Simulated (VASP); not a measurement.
Here is the system:

```yaml
crystal:
  lattice:
    - [-1.42490, 1.42490, 1.42490]
    - [1.42490, -1.42490, 1.42490]
    - [1.42490, 1.42490, -1.42490]
  atoms:
    - { symbol: Fe, position: [0.00000, 0.00000, 0.00000], spin: 2.7 }
```

The numbers are results of r2SCAN+rVV10, VASP's PBE PAW potentials (set 64) (plane waves; VASP), not measurements. Settings: 520 eV cut-off, 20×20×20 Γ-centred mesh, tetrahedra with Blöchl corrections, potentials Fe.

**Question.** What does the run give for the cell moment, energy per atom (σ→0), band gap (over mesh and band path) with the smallest direct gap where there is one?

**Answer.** 
- band gap (over mesh and band path): none (metal, semimetal or under 0.01 eV)
- cell moment: 2.61 μB
- energy per atom (σ→0): -14.177 eV/atom

**Question.** Give the moment on each site (PAW-sphere projection).

**Answer.** 
```
site  moment (μB)
----  -----------
Fe1          2.68
```

The compound is Fe in the bcc structure. It was relaxed first.
